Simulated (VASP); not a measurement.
Method: PBEsol GGA, VASP's PBE PAW potentials (set 64) (plane waves; VASP 6.6.1).

Input for VASP

**INCAR**
```
SYSTEM  =  GaN
PREC  =  Accurate; ENCUT  =  620; LREAL  =  F
LASPH  =  T
EDIFF  =  1E-6; NELM  =  100; ALGO  =  Normal
LMAXMIX  =  4
ISMEAR  =  0; SIGMA  =  0.05
GGA  =  PS
IBRION  =  2; NSW  =  40; ISIF  =  3
EDIFFG  =  -0.02; PSTRESS  =  100
LWAVE  =  F; LCHARG  =  F
```

KPOINTS:
```
Automatic mesh
0
Gamma
8 8 5
0 0 0
```

**POSCAR**
```
GaN
1
    3.1297488846     0.0000000000     0.0000000000
   -1.5648744422     2.7104424469     0.0000000000
    0.0000000000     0.0000000000     5.1018133887
Ga N
2 2
Direct
  0.3333330000   0.6666670000   0.9993016455
  0.6666670000   0.3333330000   0.4993016455
  0.3333330000   0.6666670000   0.3756983545
  0.6666670000   0.3333330000   0.8756983545
```

POTCAR, in this order: Ga_d N (PBE.64 set). Program: vasp_std.

Output

OSZICAR:
```
       N       E                     dE             d eps       ncg     rms          rms(c)
DAV:   1     0.295298150378E+03    0.29530E+03   -0.20490E+04  1398   0.343E+03
DAV:   2     0.914450672056E+01   -0.28615E+03   -0.27646E+03  1422   0.572E+02
DAV:   3    -0.284727395004E+02   -0.37617E+02   -0.37080E+02  1542   0.168E+02
DAV:   4    -0.300101840297E+02   -0.15374E+01   -0.15335E+01  1802   0.360E+01
DAV:   5    -0.300358621667E+02   -0.25678E-01   -0.25652E-01  1524   0.411E+00    0.105E+01
DAV:   6    -0.261732404132E+02    0.38626E+01   -0.13385E+01  2444   0.609E+01    0.306E+00
DAV:   7    -0.262551445097E+02   -0.81904E-01   -0.17811E+00  1434   0.117E+01    0.267E+00
DAV:   8    -0.262320839879E+02    0.23061E-01   -0.31519E-01  2318   0.945E+00    0.940E-01
DAV:   9    -0.262057042640E+02    0.26380E-01   -0.12639E-01  2402   0.646E+00    0.269E-01
DAV:  10    -0.262065778582E+02   -0.87359E-03   -0.66071E-03  1544   0.927E-01    0.101E-01
DAV:  11    -0.262065104698E+02    0.67388E-04   -0.79702E-04  2100   0.615E-01    0.110E-02
DAV:  12    -0.262065195930E+02   -0.91232E-05   -0.12006E-04  1484   0.942E-02    0.101E-02
DAV:  13    -0.262065184786E+02    0.11144E-05   -0.69929E-06  1796   0.523E-02    0.462E-03
DAV:  14    -0.262065184294E+02    0.49207E-07   -0.32698E-06  1364   0.150E-02
   1 F= -.23505275E+02 E0= -.23505275E+02  d E =-.235053E+02
```

OUTCAR:
```
------------------------ aborting loop because EDIFF is reached ----------------------------------------
  FORCE on cell =-STRESS in cart. coord.  units (eV):
  Direction    XX          YY          ZZ          XY          YZ          ZX
  --------------------------------------------------------------------------------------
  Total        2.7033739      2.7033747      2.6844777      0.0000000      0.0000000     -0.0000000
  in kB      100.0788836    100.0789136     99.3793438      0.0000000      0.0000000     -0.0000000
  external PRESSURE =      -0.1542863 kB  Pullay stress =     100.0000000 kB
  volume of cell :       43.28
      direct lattice vectors                 reciprocal lattice vectors
     3.129748885  0.000000000  0.000000000     0.319514452  0.184471727  0.000000000
    -1.564874442  2.710442447  0.000000000     0.000000000  0.368943455  0.000000000
     0.000000000  0.000000000  5.101813389     0.000000000  0.000000000  0.196008737
  FREE ENERGIE OF THE ION-ELECTRON SYSTEM (eV)
  ---------------------------------------------------
  free  energy   TOTEN  =       -26.2065184294 eV

  energy  without entropy=      -26.2065184294  energy(sigma->0) =      -26.20651843
  enthalpy is  TOTEN    =       -23.5052753322 eV   P V=        2.7012430972

 reached required accuracy - stopping structural energy minimisation
```
(Selected blocks of OUTCAR.)

The structure was generated: GaN was put into the wurtzite type (P6_3mc), which need not be its known phase. It was relaxed first under an external pressure of 10 GPa.
